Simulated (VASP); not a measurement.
The cell holds one V (bcc) (100) slab, with vacuum along c, ions free to move until forces fall under 0.03 eV/Å, no reconstruction beyond this cell, dipole correction on.

```xyz
6
Lattice="2.9830 0.0000 0.0000 0.0000 2.9830 0.0000 0.0000 0.0000 23.7161" Properties=species:S:1:pos:R:3 pbc="T T T"
V      1.4915     0.0000     8.2873
V      0.0000     1.4915     9.5944
V      1.4915     0.0000    11.0881
V      0.0000     1.4915    12.6280
V      1.4915     0.0000    14.1217
V      0.0000     1.4915    15.4288
```

Level of theory: r2SCAN meta-GGA, VASP's PBE PAW potentials (set 64) (plane waves; VASP). Numerical set-up: 400 eV cut-off, 9×9×1 Γ-centred mesh, first-order Methfessel-Paxton smearing of 0.10 eV, potentials V_sv.

Slab and bulk use different k-meshes, so the surface energy is good to a few per cent at best.

Q: Predict its surface energy, work function, band gap (on the k-mesh).

A: 
```yaml
surface_energy: 2.57 J/m^2
work_function: 3.71 eV
band gap (on the k-mesh): none (metal, semimetal or under 0.01 eV)
```

The cell is a thin slab with vacuum, built from V (bcc): (100) face. The run is not spin-polarised, so no magnetic state was tried.
